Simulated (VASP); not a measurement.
Data:

```
CELL_PARAMETERS angstrom
      0.00000     2.09232     2.09232
      2.09232     0.00000     2.09232
      2.09232     2.09232     0.00000
ATOMIC_POSITIONS crystal
  Li 0.25000 0.25000 0.25000
  Li 0.75000 0.75000 0.75000
  O  0.00000 0.00000 0.00000
```

Calculation: LDA (Ceperley-Alder, Perdew-Zunger), VASP's LDA PAW potentials (set 64) (plane waves; VASP). Settings: 620 eV cut-off, 9×9×9 Γ-centred mesh, Gaussian smearing of 0.050 eV, potentials Li_sv O.

Question: Predict the energy per atom (σ→0), pressure.

Answer: 
| Quantity | Result |
|---|---|
| energy per atom (σ→0) | -5130 meV/atom |
| pressure | 30.17 GPa |

Total energies compare only between runs with the same potentials, cut-off and functional.

The compound is Li2O in the antifluorite structure. It was relaxed first under an external pressure of 30 GPa.
